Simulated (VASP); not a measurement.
Consider the following.

```
HfZrC2
1.0
    4.63728     0.00000     0.00000
    0.00000     4.63728     0.00000
    0.00000     0.00000     4.63792
Zr C Hf
2 4 2
Direct
  0.00000   0.00000   0.00000
  0.50000   0.50000   0.00000
  0.50000   0.50000   0.50000
  0.00000   0.00000   0.50000
  0.00000   0.50000   0.00000
  0.50000   0.00000   0.00000
  0.50000   0.00000   0.50000
  0.00000   0.50000   0.50000
```

These are PBEsol GGA, VASP's PBE PAW potentials (set 64) (plane waves; VASP) values and carry that method's errors. Run with 520 eV cut-off, 6×6×6 Γ-centred mesh, first-order Methfessel-Paxton smearing of 0.10 eV, potentials Zr_sv C Hf_pv.

Unless said otherwise, spin-orbit coupling is left out, though it shifts the bands of the heavy elements here.

**Question.** Estimate the energy per atom (σ→0), band gap (on the k-mesh) with the smallest direct gap where there is one.

**Answer.** 
```
Property                                                     Value
------------------------  ----------------------------------------
band gap (on the k-mesh)  none (metal, semimetal or under 0.01 eV)
energy per atom (σ→0)                              -10.693 eV/atom
```

Total energies compare only between runs with the same potentials, cut-off and functional.

The structure was generated: Hf2Zr2C4 was put into an ordered model structure (P4/mmm), which need not be its known phase. It was relaxed first. The start is the result of an earlier pass.
